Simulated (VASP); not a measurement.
SiC (zinc blende):

```
CELL_PARAMETERS angstrom
      0.00000     2.18000     2.18000
      2.18000     0.00000     2.18000
      2.18000     2.18000     0.00000
ATOMIC_POSITIONS crystal
  Si 0.00000 0.00000 0.00000
  C  0.25000 0.25000 0.25000
```

The lowest empty band near X, direction across the valley's axis, from PBE with spin-orbit coupling in VASP (PAW); its two spin partners are averaged. The gap over the points computed is 1.35 eV, and the next band on that side lies 2.96 eV away at the edge.

Settings: 520 eV cut-off, 12×12×12 Γ-centred mesh, Gaussian smearing of 0.050 eV, potentials Si C.

```csv
distance from the edge in k (1/Å),distance in energy (meV)
0.018,5.4
0.025,10.5
0.035,20.6
0.050,41.8
0.070,81.3
```

Fit E(1 + αE) = ħ²k²/2m* (ħ²/2m0 = 3.810 eV Å²) and predict the row at 0.095 1/Å.

Least squares on the energies gives the electron mass m* = 0.226 m0 and α = 0.20 per eV, and so 147.8 meV. The run gave 148.0 meV, +0.2 meV from the fit.

Left out are points under 3 meV from the edge, since the levels carry 0.1 meV, and points farther than half the way to the next band.

The compound is SiC in the zinc blende structure. The cell was not relaxed at this level.
